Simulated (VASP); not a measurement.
Input:

```xyz
6
Lattice="3.5975 0.0000 0.0000 -1.7987 3.1155 0.0000 0.0000 0.0000 8.7319" Properties=species:S:1:pos:R:3 pbc="T T T"
Hg     0.4432     0.7677     4.3659
Hg     2.7110     0.0000     7.2766
Hg    -1.3555     2.3478     1.4553
O      0.9606     1.6638     0.0000
O      1.6763     0.0000     2.9106
O      2.7593     1.4517     5.8213
```

Calculation: PBEsol GGA, VASP's PBE PAW potentials (set 64) (plane waves; VASP). Run with 520 eV cut-off, Gaussian smearing of 0.050 eV, potentials Hg O.

Without a dispersion term in the relaxation, distances and binding between the weakly bound layers, chains or molecules are unreliable, and so is what depends on them. Unless said otherwise, spin-orbit coupling is left out, though it shifts the bands of the heavy elements here.

Q: What does the run give for the band gap (along the path) with the smallest direct gap where there is one?

A: 
| Quantity | Result |
|---|---|
| band gap (along the path) | 1.20 eV |
| smallest direct gap (along the path) | 1.32 eV |

Only differences to runs with the same potentials and settings are physical.

The structure comes from a computed database's HgO entry (P3_121); how it stands against other phases isn't given here. It was relaxed first.
